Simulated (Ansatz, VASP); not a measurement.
# HfC: VASP beside Ansatz, part 2 of 2

Wanted: the spread between two codes on one cell, functional and k mesh. The structure shown is the end of the Ansatz relaxation below.

VASP 6.6.1 and Ansatz 0.2.0.

So far. Step 3 (VASP: single point, LDA, pair 1): The run ends at a pressure of 6.89 GPa.

### 6. VASP: single point, LDA, pair 2 (continued)

Level of this step: LDA; plane waves and PAW (C, Hf_pv) (VASP).

Numbers of over 12 decimals in the logs are rounded to 6 here.

From OUTCAR (step 6):

```text
  Total        0.0836015      0.0836015      3.9543236      0.0000000      0.0000000     -0.0000000
  in kB        5.7580020      5.7580020    272.3516915      0.0000000      0.0000000     -0.0000000
  external PRESSURE =      94.6225652 kB  Pullay stress =       0.0000000 kB

 POSITION                                       TOTAL-FORCE (eV/Angst)
 -----------------------------------------------------------------------------------
      0.00000      0.00000      0.00000         0.000000      0.000000      0.000000
      2.30198      2.30198      2.19492        -0.000000     -0.000000      0.000000
 -----------------------------------------------------------------------------------
    total drift:                                0.000000      0.000000      0.000000

  FREE ENERGIE OF THE ION-ELECTRON SYSTEM (eV)
  ---------------------------------------------------
  free  energy   TOTEN  =       -22.8176808809 eV

  energy  without entropy=      -22.8180816609  energy(sigma->0) =      -22.81781447

[... 1 part as in an earlier step ...]

[... 2 further parts left out ...]
[key lines of the parts left out:]
E-fermi :   6.4996
```

The run ends at a pressure of 9.46 GPa.

### 7. Side by side

What differs besides the data sets and the points named for the pairs above, as far as they apply: the data sets hold 30 valence electrons in Ansatz (on its PAW soft_1 files) and 14 in VASP. Total energies have different zeros and are not compared.

The two programs side by side:

| quantity | Ansatz | VASP | difference |
| --- | --- | --- | --- |
| pressure (GPa) | 8.66 | 9.46 | -0.81 |

### 8. Ansatz: relaxation, LDA

This run makes the geometry at which the two programs are then compared. The cell compared in this pair holds 23.58 Å³, against 23.26 Å³ for the pair before.

The structure compared here is the end of the Ansatz relaxation.

The input, input.yaml:

```yaml
crystal:
  lattice:
    - [0.0, 2.2901813978, 2.2406451459]
    - [2.2901813978, 0.0, 2.2406451459]
    - [2.2901813978, 2.2901813978, 0.0]
  atoms:
    - { symbol: C, position: [0.0, 0.0, 0.0] }
    - { symbol: Hf, position: [0.5, 0.5, 0.5] }
  conventional_axes: [[-1, 1, 1], [1, -1, 1], [1, 1, -1]]
kpoints:
  mp_grid: { grid: [16, 16, 16] }
hamiltonian:
  xc: lda
  pseudopotentials: { kind: paw, azcp: { folder: soft_1 }, xc_functional: pbe }
scf:
  occupations: { method: methfessel_paxton, width: 0.2 }
output:
  forces: true
  stress: true
  eigenvalues: true
relax:
  adjacent_minimum: "off"
  f_tol: 0.001
  max_steps: 60
  cell: { stress_tol: 0.01, fix: [c, angles] }
```

On the command line:

```bash
$ ansatz run input.yaml --threads 4 --pin off --max-ram 10240MiB --backend cpu --events-out ev --progress --plain --runs-dir out
```

Output:

```text
[...]
Crystal: 2 atoms, lattice volume = 23.504 Å³
Basis set: ecut = 420 eV, 459 PW (Γ)
Bands: 19, of which v1, the nominal top of the filled ones, is band 15 counted from 1 (14 counted from 0)
Symmetry: 16 space group operations
[...]
k-points: 349 of 4096
[...]
k-point 348: bands = [... 11 lower, 9.0032, 17.2693, 17.4384, 19.4934, 19.4934, 25.1448, 26.6476, 26.6476]
--- Relaxed structure (3 steps of the walk, 3 accepted, 1 SCFs on fresh bases) ---
[...]
cell:  # Å, volume = 23.5833 Å³
    - [0.0, 2.294039, 2.2406451459]
    - [2.294039, 0.0, 2.2406451459]
    - [2.294039, 2.294039, 0.0]
  atoms:
    - { symbol: C, position: [0, 0, 0] }
    - { symbol: Hf, position: [0.5, 0.5, 0.500000] }
[key lines of the parts left out:]
SCF converged after 8 iterations
Free energy (F): -15722.495034 eV
Fermi energy:    19.564281 eV
P = ⅓ Tr σ = 3.9002 GPa (39.002 kbar)
```

### 9. VASP: single point, LDA, pair 3

The same cell, functional (in two slightly different forms), mesh and smearing now go to VASP, with its own data sets.

The input, INCAR:

```
SYSTEM = HfC
PREC = Accurate
ENCUT = 600
EDIFF = 1E-06
NELM = 120
ISMEAR = 1
SIGMA = 0.2
LREAL = .FALSE.
ALGO = Normal
GGA = CA
NBANDS = 13
LASPH = .TRUE.
LORBIT = 11
LWAVE = .FALSE.
LCHARG = .FALSE.
ISIF = 2
GGA_COMPAT = .FALSE.
KPAR = 2
```

The input, POSCAR:

```
HfC
1.0
    0.0000000000      2.2940391455      2.2406451459
    2.2940391455      0.0000000000      2.2406451459
    2.2940391455      2.2940391455      0.0000000000
C Hf
1 1
Direct
    0.0000000000      0.0000000000      0.0000000000
    0.5000000000      0.5000000000      0.5000000000
```

The input, KPOINTS:

```
Automatic mesh
0
Gamma
16 16 16
0 0 0
```

PAW data sets: C and Hf_pv (LDA family, release 64).

On the command line:

```bash
$ mpirun -np 2 vasp_std
```

Output:

```text
[... set-up lines as in an earlier step ...]
 entering main loop
       N       E                     dE             d eps       ncg     rms          rms(c)
DAV:   1     0.234261025519E+02    0.23426E+02   -0.85583E+03  9106   0.119E+03
DAV:   2    -0.243285015965E+02   -0.47755E+02   -0.44784E+02 11458   0.220E+02
DAV:   3    -0.259962001001E+02   -0.16677E+01   -0.16587E+01 11411   0.294E+01
DAV:   4    -0.260051973097E+02   -0.89972E-02   -0.89962E-02 10185   0.258E+00
[...]
DAV:  10    -0.228767387720E+02    0.43950E-03   -0.16130E-03 11014   0.296E-01    0.640E-02
DAV:  11    -0.228767385406E+02    0.23137E-06   -0.71008E-05 10839   0.755E-02    0.653E-02
DAV:  12    -0.228767382657E+02    0.27494E-06   -0.14885E-06  8523   0.108E-02
   1 F= -.22876738E+02 E0= -.22876682E+02  d E =-.169762E-03
```

Parts of OUTCAR (step 9):

```text
  Total        0.0796612      0.0796612      1.8457618      0.0000000     -0.0000000      0.0000000
  in kB        5.4119378      5.4119378    125.3953693      0.0000000     -0.0000000      0.0000000
  external PRESSURE =      45.4064150 kB  Pullay stress =       0.0000000 kB

 POSITION                                       TOTAL-FORCE (eV/Angst)
 -----------------------------------------------------------------------------------
      0.00000      0.00000      0.00000        -0.000000     -0.000000      0.000000
      2.29404      2.29404      2.24065         0.000000      0.000000     -0.000000
 -----------------------------------------------------------------------------------
    total drift:                                0.000000      0.000000      0.000000

  FREE ENERGIE OF THE ION-ELECTRON SYSTEM (eV)
  ---------------------------------------------------
  free  energy   TOTEN  =       -22.8767382657 eV

  energy  without entropy=      -22.8765685036  energy(sigma->0) =      -22.87668168

[... 1 part as in an earlier step ...]

[... 2 further parts left out ...]
[key lines of the parts left out:]
E-fermi :   6.3571
```

The run ends at a pressure of 4.54 GPa.

### 10. Differences

What differs besides the data sets and the points named for the pairs above, as far as they apply: the data sets hold 30 valence electrons in Ansatz (on its PAW soft_1 files) and 14 in VASP. Total energies have different zeros and are not compared.

Compared:

| quantity | Ansatz | VASP | difference |
| --- | --- | --- | --- |
| pressure (GPa) | 3.90 | 4.54 | -0.64 |

### 11. Summary of results

| Property | Result |
| --- | --- |
| difference in pressure (single point, LDA, pair 1) | -0.72 GPa |
| difference in pressure (single point, LDA, pair 2) | -0.81 GPa |
| difference in pressure (single point, LDA, pair 3) | -0.64 GPa |

**Reading.** The difference in pressure is -0.81 GPa (single point, LDA, pair 2), within the 1 GPa picked in this series as the mark of a large difference. The data sets hold unlike numbers of valence electrons (30 in Ansatz and 14 in VASP), so part of the differences comes from the potentials. 5 further runs of this series are not shown here. Such differences can come from data sets, numerical settings and the points named under the comparisons, not from the functional's error against experiment.

[Lines on the potential files, build, host, timing and source positions are cut from VASP's logs without a mark.]

[Logs are printed without paths, hosts, clocks, repeated set-up lines and the standing remarks that a program may print on its own settings, such as how far it seeks lower states.]

[Hosts, paths, dates, database ids (printed as entryN), source tags and the programs' standing remarks are cut or masked in the printed files.]
